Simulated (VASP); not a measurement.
A VASP calculation is set up with these files.

**POSCAR**
```
InSb
1
    0.0000000000     3.3166100000     3.3166100000
    3.3166100000     0.0000000000     3.3166100000
    3.3166100000     3.3166100000     0.0000000000
In Sb
1 1
Direct
  0.0000000000   0.0000000000   0.0000000000
  0.2500000000   0.2500000000   0.2500000000
```

File KPOINTS:
```
Automatic mesh
0
Gamma
9 9 9
0 0 0
```

**INCAR**
```
! general
SYSTEM  = InSb
PREC    = Accurate
ENCUT   = 400   ! plane-wave cut-off (eV)
LREAL   = .FALSE.   ! projection in real space or not
LASPH   = .TRUE.   ! aspherical one-centre terms

! electronic loop
EDIFF   = 1E-6
NELM    = 100   ! most electronic steps
ALGO    = Normal
LMAXMIX = 4   ! l cut-off of mixed one-centre charges
LMIXTAU = .TRUE.

! smearing
ISMEAR  = 1
SIGMA   = 0.1

! functional
METAGGA = R2SCAN

! ions
IBRION  = 2   ! conjugate gradients
NSW     = 60
ISIF    = 3   ! ions, shape and volume
EDIFFG  = -0.01

! output
LWAVE   = .FALSE.
LCHARG  = .FALSE.
```

POTCAR, in this order: In_d Sb (PBE.64 set). Program: vasp_std.

Problem. Write an equivalent input for Ansatz.

Solution. One equivalent input (not run):
Ansatz 0.2 input:
```yaml
crystal:
  lattice:
    - [0.0000000, 3.3166100, 3.3166100]
    - [3.3166100, 0.0000000, 3.3166100]
    - [3.3166100, 3.3166100, 0.0000000]
  atoms:
    - { symbol: In, position: [0.0000000, 0.0000000, 0.0000000] }
    - { symbol: Sb, position: [0.2500000, 0.2500000, 0.2500000] }
kpoints:
  mp_grid: { grid: [9, 9, 9] }
hamiltonian:
  xc: r2scan
  pseudopotentials: { kind: paw }
scf:
  occupations: { method: methfessel_paxton, width: 0.1 }
  max_iter: 100
relax:
  max_steps: 60
  f_tol: 0.01
  cell: {}
output: { forces: true, stress: true, eigenvalues: true }
```
Limits of the translation: each code has its own PAW files, so the cut-off isn't converted (ENCUT is set for VASP's; basis.ecutwfc is left out, and Ansatz then takes the one that its files recommend); Ansatz stops its SCF on the density residual and VASP on the energy change (EDIFF).

The structure comes from a computed database's InSb entry (F-43m); how it stands against other phases isn't given here. This run relaxes it. Symmetry was kept, so distortions that lower it aren't found.
